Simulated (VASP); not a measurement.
Here is the system:

```
CELL_PARAMETERS angstrom
      0.00000     2.33600     2.33600
      2.33600     0.00000     2.33600
      2.33600     2.33600     0.00000
ATOMIC_POSITIONS crystal
  Zr 0.00000 0.00000 0.00000
  C  0.50000 0.50000 0.50000
```

All values below come from PBEsol GGA, VASP's PBE PAW potentials (set 64) (plane waves; VASP). Run with 600 eV cut-off, 12×12×12 Γ-centred mesh, first-order Methfessel-Paxton smearing of 0.10 eV, potentials Zr_sv C.

Each row applies one change to this cell, which was relaxed at other settings and keeps the small stress of the first row; at a fixed cut-off the stress holds a Pulay part, so it need not integrate to ΔE exactly. Stress is in GPa, positive when the cell is compressed.

```tsv
change	ΔE (meV/atom)	σxx	σyy	σzz	largest shear component, with its sign (GPa)	largest force (eV/Å)
none	0.0	-0.10	-0.10	-0.10	0.00	0.000
atom 1 (Zr) moved by -0.075 Å along y	10.2	-0.18	1.32	-0.18	0.00	0.538
uniaxial strain of -3.0 % along x	19.2	17.07	3.32	3.32	0.00	0.000
uniaxial strain of +1.5 % along y	(withheld)	(withheld)	(withheld)	(withheld)	(withheld)	(withheld)
biaxial strain of -1.0 % in the xz plane	5.0	6.21	2.15	6.21	0.00	0.000
atom 1 (Zr) moved by 0.075 Å along y	10.2	-0.18	1.32	-0.18	0.00	0.538
isotropic strain of -1.0 %	8.8	7.42	7.42	7.42	0.00	0.000
atom 1 (Zr) moved by 0.050 Å along y	(withheld)	(withheld)	(withheld)	(withheld)	(withheld)	(withheld)
uniaxial strain of +0.5 % along x	0.4	-2.46	-0.65	-0.65	0.00	0.000
```

Task: What belongs in the gaps?

Result: 
- uniaxial strain of +1.5 % along y, ΔE (meV/atom): 4.1
- uniaxial strain of +1.5 % along y, σxx: -1.67
- uniaxial strain of +1.5 % along y, σyy: -6.89
- uniaxial strain of +1.5 % along y, σzz: -1.67
- uniaxial strain of +1.5 % along y, largest shear component, with its sign (GPa): 0.00
- uniaxial strain of +1.5 % along y, largest force (eV/Å): 0.000
- atom 1 (Zr) moved by 0.050 Å along y, ΔE (meV/atom): 4.6
- atom 1 (Zr) moved by 0.050 Å along y, σxx: -0.11
- atom 1 (Zr) moved by 0.050 Å along y, σyy: 0.53
- atom 1 (Zr) moved by 0.050 Å along y, σzz: -0.11
- atom 1 (Zr) moved by 0.050 Å along y, largest shear component, with its sign (GPa): 0.00
- atom 1 (Zr) moved by 0.050 Å along y, largest force (eV/Å): 0.366

Failed runs are left out, and for metals the shear rows, which the mesh's noise covers.

The compound is ZrC in the rock salt structure.
